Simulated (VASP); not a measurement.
The system is F2, in a box.

```
CELL_PARAMETERS angstrom
11.85123 0.00000 0.00000
0.00000 12.35123 0.00000
0.00000 0.00000 12.85123
ATOMIC_POSITIONS crystal
F 0.51282 0.55875 0.49122
F 0.48681 0.44780 0.50903
```

Base run:

| Property | Result |
| --- | --- |
| Program | VASP 6.6.1 |
| Functional | optB86b-vdW |
| Potentials or basis | VASP PAW PBE potentials, release 64 (F) |
| Cutoff | 400 eV |
| k mesh | 1 × 1 × 1 |
| Occupations | gaussian, width 0.01 eV |
| Spin | no spin polarisation |

Its results: gap between the frontier levels 3.45 eV; largest force 0.004 eV/Å.

**Question.** After a change of settings the same cell gave: gap between the frontier levels 3.22 eV; largest force 0.931 eV/Å. Which change was it?
A. functional from optB86b-vdW to RPBE
B. functional from optB86b-vdW to LDA; potentials or basis from VASP PAW PBE potentials, release 64 (F) to VASP PAW LDA potentials, release 64 (F)
C. functional from optB86b-vdW to RPBE; dispersion from none to D3(BJ)
D. functional from optB86b-vdW to rev-vdW-DF2

**Answer.** B.

Caveats: the PAW data sets were made with another functional, which shifts forces and pressure a little (some runs).

Runs at the PBE level aren't shown here.
